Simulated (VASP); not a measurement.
Method: TPSS meta-GGA, VASP's PBE PAW potentials (set 64) (plane waves; VASP 6.6.1).

A VASP calculation is set up with these files.

### INCAR
```
! general
SYSTEM  = GaSb
PREC    = Accurate
ENCUT   = 520
LREAL   = .False.
LASPH   = .True.

! electronic loop
EDIFF   = 1E-7
NELM    = 100
ALGO    = Normal
LMAXMIX = 4
LMIXTAU = .True.

! smearing
ISMEAR  = 1
SIGMA   = 0.1

! functional
METAGGA = TPSS

! ions
ISIF    = 2

! output
LWAVE   = .False.
LCHARG  = .False.
```

### KPOINTS
```
Automatic mesh
0
Gamma
10 10 10
0 0 0
```

POSCAR:
```
GaSb
1
    0.0000000000     3.1481966566     3.1481966566
    3.1481966566     0.0000000000     3.1481966566
    3.1481966566     3.1481966566     0.0000000000
Ga Sb
1 1
Direct
  0.0000000000   0.0000000000   0.0000000000
  0.2500000000   0.2500000000   0.2500000000
```

POTCAR, in this order: Ga_d Sb (PBE.64 set). Program: vasp_std.

Unless said otherwise, spin-orbit coupling is left out, though it shifts the bands of the heavy elements here.

Q: Estimate the energy per atom (σ→0), pressure, band gap (on the k-mesh).

A: 
```yaml
energy per atom (σ→0): -11.581 eV/atom
band gap (on the k-mesh): none (metal, semimetal or under 0.01 eV)
pressure: -2.42 GPa
```

OSZICAR:
```
...
DAV:  15    -0.231618127561E+02   -0.10460E-02   -0.28763E-04  1322   0.174E-01    0.118E-02
DAV:  16    -0.231618072190E+02    0.55371E-05   -0.13336E-05  1337   0.303E-02    0.748E-03
DAV:  17    -0.231618596847E+02   -0.52466E-04   -0.26276E-05  1295   0.588E-02    0.495E-03
DAV:  18    -0.231618499063E+02    0.97783E-05   -0.55468E-06  1312   0.294E-02    0.444E-03
DAV:  19    -0.231618680177E+02   -0.18111E-04   -0.60977E-06  1252   0.312E-02    0.112E-03
DAV:  20    -0.231618683751E+02   -0.35741E-06   -0.37352E-07  1472   0.586E-03    0.584E-04
DAV:  21    -0.231618684441E+02   -0.68926E-07   -0.26609E-08   676   0.216E-03
   1 F= -.23161868E+02 E0= -.23161945E+02  d E =0.229441E-03
```

The compound is GaSb in the zinc blende structure. This cell is one point of a volume scan, at 1.06 of the reference volume.
